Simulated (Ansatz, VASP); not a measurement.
# Sb (Antimony): VASP beside Ansatz

Wanted: the spread between two codes on one cell, functional and k mesh. The cell is taken from a series of runs on this material, whose earlier steps may have relaxed, scaled, displaced or heated it; both programs get it as it stands.

Calculated with Ansatz 0.2.0; plane waves, with VASP 6.6.1 beside it; relaxation of cell and atoms at PBE.

## (1) The starting structure

The structure is trigonal, space group R-3m (No. 166). The conventional cell has a = 4.379 Å, b = 4.379 Å, c = 11.523 Å, α = 90.00°, β = 90.00°, γ = 120.00°. Nearest to Sb lie 3 Sb at 2.95 Å.

Structure file:

```xyz
2
Lattice="2.1894 1.2640 3.8411 -2.1894 1.2640 3.8411 0.0000 -2.5280 3.8411" Properties=species:S:1:pos:R:3 pbc="T T T"
Sb    0.0000    0.0000    2.6800
Sb    0.0000    0.0000    8.8433
```

## (2) VASP: relaxation of cell and atoms, PBE

The relaxed volume is the usual yardstick between codes: in a stiff, nearly cubic crystal its relative difference is about their pressure difference at one cell divided by the bulk modulus.

Lines of VASP's logs that name or quote its potential files are left out, and so is its time.

The input, INCAR:

```
SYSTEM = Sb
PREC = Accurate
ENCUT = 500
EDIFF = 1E-07
NELM = 120
ISMEAR = 0
SIGMA = 0.01
LREAL = .FALSE.
ALGO = Normal
GGA = PE
NBANDS = 11
LORBIT = 11
LWAVE = .FALSE.
LCHARG = .FALSE.
ISIF = 3
IBRION = 2
NSW = 80
EDIFFG = -0.005
LASPH = .TRUE.
GGA_COMPAT = .FALSE.
NELMIN = 4
EFERMI = MIDGAP
```

The input, POSCAR:

```
Sb
1.0
    2.1893530000      1.2640230000      3.8410680000
   -2.1893530000      1.2640230000      3.8410680000
    0.0000000000     -2.5280470000      3.8410680000
Sb
2
Direct
    0.2325699085      0.2325699085      0.2325698165
    0.7674300915      0.7674300915      0.7674299995
```

The input, KPOINTS:

```
Automatic mesh
0
Gamma
9 9 9
0 0 0
```

PAW data sets: Sb (PBE family, release 64).

On the command line:

```bash
$ mpirun -np 1 vasp_std
```

Numbers of over 12 decimals in the logs are rounded to 6 here.

The program printed:

```text
[banner, memory and clock lines left out]
running    1 mpi-ranks, on    1 nodes
 distrk:  each k-point on    1 cores,    1 groups
 distr:  one band on    1 cores,    1 groups

 POSCAR found type information on POSCAR Sb
 POSCAR found :  1 types and       2 ions
 LDA part: xc-table for (Slater+PW92), standard interpolation
 POSCAR, INCAR and KPOINTS ok, starting setup
 FFT: planning ... GRIDC
 FFT: planning ... GRID_SOFT
 FFT: planning ... GRID
 WAVECAR not read
 entering main loop
       N       E                     dE             d eps       ncg     rms          rms(c)
DAV:   1     0.341921163803E+02    0.34192E+02   -0.34956E+03  1870   0.688E+02
DAV:   2    -0.634363750673E+01   -0.40536E+02   -0.39099E+02  2508   0.110E+02
DAV:   3    -0.826302977662E+01   -0.19194E+01   -0.18947E+01  2265   0.266E+01
DAV:   4    -0.828155195609E+01   -0.18522E-01   -0.18520E-01  2107   0.306E+00
DAV:   5    -0.828177348869E+01   -0.22153E-03   -0.22153E-03  2181   0.383E-01    0.280E+00
DAV:   6    -0.828142840176E+01    0.34509E-03   -0.25152E-03  2116   0.363E-01    0.169E+00
DAV:   7    -0.828128246953E+01    0.14593E-03   -0.60754E-03  2017   0.555E-01    0.847E-02
DAV:   8    -0.828140611559E+01   -0.12365E-03   -0.19889E-04  2155   0.906E-02    0.251E-02
DAV:   9    -0.828143816171E+01   -0.32046E-04   -0.47762E-05  2029   0.445E-02    0.503E-03
DAV:  10    -0.828143876700E+01   -0.60528E-06   -0.53821E-06  2190   0.129E-02    0.154E-03
DAV:  11    -0.828143882151E+01   -0.54509E-07   -0.46588E-07  2059   0.471E-03
   1 F= -.82814388E+01 E0= -.82814388E+01  d E =-.828144E+01
[...]
2 F= -.82815205E+01 E0= -.82815205E+01  d E =-.816831E-04
[...]
3 F= -.82815206E+01 E0= -.82815206E+01  d E =-.817354E-04
[...]
4 F= -.82815812E+01 E0= -.82815812E+01  d E =-.606009E-04
[...]
5 F= -.82816047E+01 E0= -.82816047E+01  d E =-.841023E-04
[...]
6 F= -.82816052E+01 E0= -.82816052E+01  d E =-.846466E-04
[...]
7 F= -.82816185E+01 E0= -.82816185E+01  d E =-.132516E-04
 trial-energy change:   -0.000013  1 .order   -0.000013   -0.000017   -0.000010
 step:   2.8829(harm=  2.8829)  dis= 0.00047  next Energy=    -8.281625 (dE=-0.199E-04)
 bond charge predicted
       N       E                     dE             d eps       ncg     rms          rms(c)
DAV:   1    -0.828162961286E+01   -0.11211E-04   -0.86228E-04  2053   0.153E-01    0.128E-02
DAV:   2    -0.828162686256E+01    0.27503E-05   -0.31373E-05  1984   0.378E-02    0.790E-03
DAV:   3    -0.828162486286E+01    0.19997E-05   -0.87473E-06  2113   0.147E-02    0.143E-03
DAV:   4    -0.828162494256E+01   -0.79707E-07   -0.61360E-07  2044   0.504E-03
   8 F= -.82816249E+01 E0= -.82816249E+01  d E =-.197390E-04
 curvature:  -1.79 expect dE=-0.480E-07 dE for cont linesearch -0.420E-09
 trial: gam= 0.01152 g(F)=  0.133E-07 g(S)=  0.135E-07 ort =-0.634E-07 (trialstep = 0.156E+01)
 search vector abs. value=  0.277E-07
 reached required accuracy - stopping structural energy minimisation
```

From OUTCAR (step 2):

```text
ion  position               nearest neighbor table
   1  0.233  0.233  0.233-   2 2.95   2 2.95   2 2.95   2 3.43   2 3.43   2 3.43
   2  0.767  0.767  0.767-   1 2.95   1 2.95   1 2.95   1 3.43   1 3.43   1 3.43

  LATTYP: Found a trigonal (rhomboedric) cell.
 ALAT       =     4.5983501480
 COS(alpha) =     0.5466250710

 Subroutine GETGRP returns: Found 12 space group operations
 (whereof 12 operations were pure point group operations)

The static configuration has the point symmetry D_3d.

 Found     85 irreducible k-points:

   k-points           NKPTS =     85   k-points in BZ     NKDIM =     85   number of bands    NBANDS=     11

   dimension x,y,z NGX =    36 NGY =   36 NGZ =   36
   dimension x,y,z NGXF=    72 NGYF=   72 NGZF=   72

   ENCUT  =  500.0 eV  36.75 Ry    6.06 a.u.   8.38  8.38  8.38*2*pi/ulx,y,z

   NELECT =      10.0000    total number of electrons

 k-points in reciprocal lattice and weights: Automatic mesh
   0.00000000  0.00000000  0.00000000       0.001
   0.11111111  0.00000000  0.00000000       0.008
   0.22222222  0.00000000  0.00000000       0.008
   0.33333333  0.00000000  0.00000000       0.008
   0.44444444  0.00000000  0.00000000       0.008
   0.11111111  0.11111111  0.00000000       0.008
   0.22222222  0.11111111  0.00000000       0.016
   0.33333333  0.11111111  0.00000000       0.016
   0.44444444  0.11111111  0.00000000       0.016
[...]
0.44444444  0.44444444  0.44444444       0.003
  -0.44444444  0.44444444  0.44444444       0.008

 average (electrostatic) potential at core
       1 -86.4633       2 -86.4633

 E-fermi :   6.5777

 k-point     1 :       0.0000    0.0000    0.0000
  band No.  band energies     occupation
      1      -5.6898      2.00000
      2       1.5871      2.00000
      3       4.7110      2.00000
      4       4.9400      2.00000
      5       4.9400      2.00000
      6       8.6339      0.00000
      7       9.2395      0.00000
      8       9.2395      0.00000
      9      11.7953      0.00000
     10      11.7953      0.00000
    ...

 k-point     2 :       0.1111    0.0000    0.0000
  band No.  band energies     occupation
      1      -5.5608      2.00000
      2       1.0914      2.00000
      3       4.7451      2.00000
      4       4.9076      2.00000
      5       5.0996      2.00000
      6       8.5652      0.00000
      7       8.8957      0.00000
      8       8.9521      0.00000
      9      11.3306      0.00000
     10      11.7187      0.00000
    ...

 k-point     3 :       0.2222    0.0000    0.0000
  band No.  band energies     occupation
      1      -5.1771      2.00000
      2      -0.0154      2.00000
      3       4.7450      2.00000
      4       4.8418      2.00000
      5       5.4544      2.00000
      6       8.0239      0.00000
      7       8.2118      0.00000
      8       8.2936      0.00000
      9      11.4308      0.00000
     10      11.9712      0.00000
    ...

  Total        0.0003464      0.0003464      0.0005659      0.0000000     -0.0000000      0.0000000
  in kB        0.0087187      0.0087187      0.0142448      0.0000000     -0.0000000      0.0000000
  external PRESSURE =       0.0105608 kB  Pullay stress =       0.0000000 kB

  energy-cutoff  :      500.00
  volume of cell :       63.65
      direct lattice vectors                 reciprocal lattice vectors
     2.190141536  1.264478262  3.830620933     0.228295748  0.131806633  0.087018106
    -2.190141536  1.264478262  3.830620933    -0.228295748  0.131806633  0.087018106
    -0.000000000 -2.528957521  3.830620932     0.000000000 -0.263613267  0.087018071

 POSITION                                       TOTAL-FORCE (eV/Angst)
 -----------------------------------------------------------------------------------
     -0.00000      0.00000      2.67795         0.000000     -0.000000      0.000371
     -0.00000     -0.00000      8.81391        -0.000000      0.000000     -0.000371
 -----------------------------------------------------------------------------------
    total drift:                               -0.000000     -0.000078      0.000120

  FREE ENERGIE OF THE ION-ELECTRON SYSTEM (eV)
  ---------------------------------------------------
  free  energy   TOTEN  =        -8.2816249426 eV

  energy  without entropy=       -8.2816249426  energy(sigma->0) =       -8.28162494

 reached required accuracy - stopping structural energy minimisation

 total charge
# of ion       s       p       d       tot
------------------------------------------
    1        1.217   1.129   0.031   2.377
    2        1.217   1.129   0.031   2.377
--------------------------------------------------
tot          2.434   2.257   0.062   4.754

[... 3 further parts left out ...]
```

## (3) Ansatz: relaxation of cell and atoms, PBE

Ansatz runs on its default PAW (the set named soft_2) files.

The same cell, functional, mesh and smearing now go to Ansatz, which takes its cutoff from its data sets.

The input, input.yaml:

```yaml
crystal:
  lattice:
    - [2.1893527513, 1.2640234003, 3.8410683243]
    - [-2.1893527513, 1.2640234003, 3.8410683243]
    - [0.0, -2.5280468006, 3.8410683243]
  atoms:
    - { symbol: Sb, position: [0.2325699213, 0.2325699213, 0.2325699213] }
    - { symbol: Sb, position: [0.7674300787, 0.7674300787, 0.7674300787] }
kpoints:
  mp_grid: { grid: [9, 9, 9] }
hamiltonian:
  xc: pbe
scf:
  occupations: { method: gaussian, width: 0.01 }
output:
  forces: true
  stress: true
  eigenvalues: true
relax:
  adjacent_minimum: "off"
  f_tol: 0.005
  max_steps: 80
  cell: { stress_tol: 0.05 }
```

On the command line:

```bash
$ ansatz run input.yaml --threads 4 --pin off --max-ram 10240MiB --backend cpu --events-out ev --progress --plain --runs-dir out
```

The program printed:

```text
Engine: ansatz 0.2.0, x86_64-unknown-linux-gnu
Pseudopotentials: kind: paw
Pseudopotential: Sb, paw, valence charge 15, recommended cutoff 420 eV (normal), Sb.paw.azcp
Functional definition: PBE
  parameter kappa = 0.804
  parameter beta = 0.066725
  exchange = pbe_x(kappa = kappa, mu = beta*pi^2/3)
  correlation = pbe_c(beta = beta)
Crystal: 2 atoms, lattice volume = 63.778 Å³
Basis set: ecut = 420 eV, 1273 PW (Γ), exchange–correlation on 64×64×64 points (8 copies of the dense FFT grid, shifted against one another)
Bands: 19, of which v1, the nominal top of the filled ones, is band 15 counted from 1 (14 counted from 0)
Symmetry: 12 space group operations
Space group: R-3m (ITA 166), of the structure as read, at distance tolerance 4.0e-5 Å
k-points: 85 of 729
Non-local potential: Sb, projectors of the file, l = 0: 2, l = 1: 2, l = 2: 2, l = 3: 2
PAW form: soft (Blöchl's): semilocal exchange-correlation on the pseudo side does not see the compensation charge
PAW one-centre angular grid: Sb, 590 points (default); XC on 64 Gauss nodes
Initial density: superposition of atomic densities (neutral atoms: chi_scale 0, normalization atom), corrected by the library's trained network
Initial wavefunctions: pseudopotential atomic-orbital guess
Functional: x = pbe(κ = 0.804, μ = 0.219515), c = pbe(β = 0.066725)
SCF iter   1: F=—  HF=-12968.985977 eV  |F-HF|=—  |Δ(HF+E_count)|=         —  Δρ=1.53e-3  dr2=1.49e-3  ethr=1.77e-3  ⟨swp⟩=6.8  Hψ=8810  notcnv=0
preconditioner: auto → none  [insulator: Δε(μ)=0.163 eV  Ē_g=8.420 eV  σ=0.010 eV  W_gap=1.00  n_scr=14 (ndim 8)  ℏωp=14.7 eV  f_vac=0.004  D(μ)=0.00/eV (n_scr^D=0)  ε∞_Penn≈4.0]
SCF iter   2: F=—  HF=-12968.984536 eV  |F-HF|=—  |Δ(HF+E_count)|=   1.44e-3  Δρ=7.28e-4  dr2=2.38e-4  ethr=4.98e-6  ⟨swp⟩=2.5  Hψ=4015  notcnv=0
SCF iter   3: F=—  HF=-12968.984585 eV  |F-HF|=—  |Δ(HF+E_count)|=   4.95e-5  Δρ=3.48e-4  dr2=4.58e-5  ethr=7.92e-7  ⟨swp⟩=3.0  Hψ=3053  notcnv=0
SCF iter   4: F=—  HF=-12968.984630 eV  |F-HF|=—  |Δ(HF+E_count)|=   4.44e-5  Δρ=1.24e-4  dr2=5.83e-6  ethr=1.53e-7  ⟨swp⟩=2.0  Hψ=2054  notcnv=0
SCF iter   5: F=—  HF=-12968.984635 eV  |F-HF|=—  |Δ(HF+E_count)|=   5.18e-6  Δρ=3.83e-5  dr2=8.20e-7  ethr=1.94e-8  ⟨swp⟩=2.0  Hψ=2039  notcnv=0
SCF iter   6: F=-12968.984635 eV  HF=-12968.984635 eV  |F-HF|=2.48e-9  |Δ(HF+E_count)|=   1.05e-8  Δρ=2.32e-6  dr2=2.15e-9  ethr=3.33e-10  ⟨swp⟩=3.5  Hψ=6602  notcnv=0
SCF 1 converged in 6 iterations: F = -12968.984635 eV  dr2 = 2.15e-9
  greatest PAW one-centre occupation: 0.996 electrons in one spin orbital (limit 2), on the Sb atom at site 1 (counted from 0), in its partial waves of l = 2
relax step   1: F+E_penalty+E_count = -12968.98463488 eV  Δ(F+E_penalty+E_count) = +0.000e0 eV  max|allowed force component| = 1.588e-3 eV/Å  Δτ_max = 0.0000 Å  P = +0.012 GPa  Ω = 63.778 Å³  (6 SCF iters, dr2 threshold 1.00e-7 eV, accepted)
Initial density: handed on by an earlier stage of this run
Initial wavefunctions: pseudopotential atomic-orbital guess (no wavefunctions were taken with the density)
iter 1 solved again at ethr=2.03e-7 eV; its pass at ethr=3.10e-3 eV (dr2=6.10e-5 eV) is discarded
SCF iter   1: F=—  HF=-12968.984635 eV  |F-HF|=—  |Δ(HF+E_count)|=         —  Δρ=2.26e-6  dr2=2.10e-9  ethr=2.03e-7  ⟨swp⟩=3.0  Hψ=12668  notcnv=0
eigensolver tolerance schedule: the retry pair's looser diagonalisation over-reported the residual by 29093.97 of it (diagonalisation noise at an unbounded share of the residual, at the tolerance the schedule requests for it); recorded, not acted on — ethr = c·dr2/N_el stays at c = 1.0e-1
preconditioner: auto → none  [insulator: Δε(μ)=0.166 eV  Ē_g=8.421 eV  σ=0.010 eV  W_gap=1.00  n_scr=14 (ndim 8)  ℏωp=14.7 eV  f_vac=0.005  D(μ)=0.00/eV (n_scr^D=0)  ε∞_Penn≈4.0]
SCF iter   2: F=—  HF=-12968.984635 eV  |F-HF|=—  |Δ(HF+E_count)|=   2.55e-7  Δρ=1.37e-6  dr2=7.12e-10  ethr=6.98e-12  ⟨swp⟩=4.1  Hψ=4183  notcnv=0
SCF iter   3: F=—  HF=-12968.984635 eV  |F-HF|=—  |Δ(HF+E_count)|=   1.01e-9  Δρ=7.45e-7  dr2=3.12e-10  ethr=2.37e-12  ⟨swp⟩=2.0  Hψ=2890  notcnv=0
SCF iter   4: F=—  HF=-12968.984635 eV  |F-HF|=—  |Δ(HF+E_count)|=  1.40e-10  Δρ=2.51e-7  dr2=2.54e-11  ethr=1.04e-12  ⟨swp⟩=2.0  Hψ=2881  notcnv=0
iter 5 did not close the SCF: its close was put off for the readings that it lacked (scf_convergence_deferred on its scf_iter line)
SCF iter   5: F=-12968.984635 eV  HF=-12968.984635 eV  |F-HF|=3.64e-12  |Δ(HF+E_count)|=  1.46e-11  Δρ=9.24e-8  dr2=4.26e-12  ethr=1.00e-12  ⟨swp⟩=1.0  Hψ=1615  notcnv=0
iter 6 did not close the SCF: its close was put off for the readings that it lacked (scf_convergence_deferred on its scf_iter line)
SCF iter   6: F=-12968.984635 eV  HF=-12968.984635 eV  |F-HF|=5.46e-12  |Δ(HF+E_count)|=    0.00e0  Δρ=3.28e-8  dr2=3.88e-13  ethr=1.00e-12  ⟨swp⟩=1.0  Hψ=1615  notcnv=0
iter 7 did not close the SCF: its close was put off for the readings that it lacked (scf_convergence_deferred on its scf_iter line)
SCF iter   7: F=-12968.984635 eV  HF=-12968.984635 eV  |F-HF|=9.09e-12  |Δ(HF+E_count)|=  7.28e-12  Δρ=1.80e-9  dr2=1.30e-15  ethr=1.00e-12  ⟨swp⟩=1.0  Hψ=1615  notcnv=0
iter 8 did not close the SCF: its close was put off for the readings that it lacked (scf_convergence_deferred on its scf_iter line)
SCF iter   8: F=-12968.984635 eV  HF=-12968.984635 eV  |F-HF|=1.82e-12  |Δ(HF+E_count)|=  5.46e-12  Δρ=1.13e-9  dr2=4.12e-16  ethr=1.00e-12  ⟨swp⟩=1.0  Hψ=1615  notcnv=0
SCF iter   9: F=-12968.984635 eV  HF=-12968.984635 eV  |F-HF|=3.64e-12  |Δ(HF+E_count)|=  3.64e-12  Δρ=4.45e-10  dr2=6.99e-17  ethr=1.00e-12  ⟨swp⟩=2.7  Hψ=4098  notcnv=0
SCF 2 converged in 9 iterations: F = -12968.984635 eV  dr2 = 6.99e-17
relax step   2: F+E_penalty+E_count = -12968.98463488 eV  Δ(F+E_penalty+E_count) = -4.657e-10 eV  max|allowed force component| = 1.588e-3 eV/Å  Δτ_max = 0.0000 Å  P = +0.012 GPa  Ω = 63.778 Å³  stress off target by 2.35e-2 GPa  SCF on the basis re-selected at this cell (its energy is not comparable with the rows above)  (9 SCF iters)
basis re-selected at this cell: Δ(F+E_penalty+E_count) = -4.657e-10 eV, ΔP = -0.000 GPa vs the last step (what re-selecting the basis moved, of the pressure what is left beyond the Pulay correction that the steps carried, after the strain that the cell walked since its last selection, with what the two solves' SCF thresholds leave and, on support functions, any second-order correction that the steps lacked; it is no  [...]
SCF converged after 9 iterations
Free energy (F): -12968.984635 eV
Harris-Foulkes:  -12968.984635 eV  (|F-HF|=3.64e-12)
Internal energy: -12968.984635 eV  (E = F + TS)
E sigma→0 (E₀):  -12968.984635 eV
Fermi energy:    9.217110 eV
--- Per-component energies (eV) ---
  E_band       = -359.717603
  E_kinetic    = 412.716305
  E_local      = -3281.377431  (includes V_loc(G=0)·N_el)
  E_nonlocal   = 723.981312
  E_hartree    = 1482.406790
  E_xc         = -276.360397
  E_vxc        = -191.756176  (∫ρ·V_xc dr)
  E_paw        = -9150.251912  (= ΣΔE_a)
  E_vpaw       = -988.095192  (= ΣTr[D̂ρ^β])
  E_aug_tail   = -0.000003  (compensation charges beyond the density's cutoff)
  E_ewald      = -2880.099300
  E_smearing   = -0.000000  (= −TS)
  E_closure    = 0.000000  (closes the sum)
  Σ components = -12968.984635   (vs F -12968.984635, Δ=0.00e0)
--- Forces (eV/Å), atoms counted from 1 ---
  atom   1  Sb     0.00000000     0.00000000     0.00158829
  atom   2  Sb     0.00000000    -0.00000000    -0.00158829
  max |Σ_I F_I| component: 1.73e-17 eV/Å
--- Stress (GPa, compression-positive) ---
        0.005825      -0.000000      -0.000000
       -0.000000       0.005825      -0.000000
       -0.000000      -0.000000       0.023491
  P = ⅓ Tr σ = 0.0117 GPa (0.117 kbar)
--- Band table (eV; the first three rows and the last of 85) ---
  k-point 0: bands = [... 11 lower, 4.1988, 7.3445, 7.5829, 7.5829, 11.2515, 11.8662, 11.8662, 14.5109]
  k-point 1: bands = [... 11 lower, 3.7116, 7.3787, 7.5481, 7.7297, 11.1939, 11.5239, 11.5867, 14.0163]
  k-point 2: bands = [... 11 lower, 2.6165, 7.3704, 7.4762, 8.0767, 10.6512, 10.8590, 10.9415, 14.1013]
  k-point 84: bands = [... 11 lower, 0.6401, 6.6196, 7.6350, 8.6351, 10.0283, 10.0589, 11.6146, 15.6485]
--- Relaxed structure (1 steps of the walk, 1 accepted, 1 SCFs on fresh bases) ---
  F+E_penalty+E_count = -12968.98463488 eV   max|allowed force component| = 1.588e-3 eV/Å   (the final SCF, on the basis selected at the relaxed cell)
  cell:  # Å, volume = 63.7785 Å³
    - [2.189353, 1.264023, 3.8410683243]
    - [-2.189353, 1.264023, 3.8410683243]
    - [0.0, -2.528047, 3.8410683243]
  atoms:
    - { symbol: Sb, position: [0.2325699213, 0.2325699213, 0.2325699213] }
    - { symbol: Sb, position: [0.7674300787, 0.7674300787, 0.7674300787] }
```

## (4) Differences

Known differences besides the potentials themselves: the data sets hold 30 valence electrons in Ansatz (on its default PAW (the set named soft_2) files) and 10 in VASP; the cutoff is 420 eV in Ansatz and 500 eV in VASP; Ansatz adds a Pulay correction to the stress that steers its cell, VASP none. Total energies have different zeros and are not compared.

Both answers:

| quantity | Ansatz | VASP | difference |
| --- | --- | --- | --- |
| volume (Å³) | 63.78 | 63.65 | +0.20 % |
| edge a after relaxation, in the typed setting (Å) | 4.598 | 4.590 | +0.18 % |

## (5) What came out

| Quantity | Value |
| --- | --- |
| difference in volume (relaxation of cell and atoms, PBE) | 0.20 % |

The difference in volume is 0.20 % (relaxation of cell and atoms, PBE), within the 1.2 % picked in this series as the mark of a large difference, as far as the stopping tolerances let one tell. The data sets hold unlike numbers of valence electrons (30 in Ansatz and 10 in VASP), so part of the differences comes from the potentials. Such differences can come from data sets, numerical settings and the points named under the comparisons, not from the functional's error against experiment.

[Lines on the potential files, build, host, timing and source positions are cut from VASP's logs without a mark.]

[Logs are printed without paths, hosts, clocks, repeated set-up lines and the standing remarks that a program may print on its own settings, such as how far it seeks lower states.]

[Hosts, paths, dates, database ids (printed as entryN), source tags and the programs' standing remarks are cut or masked in the printed files.]
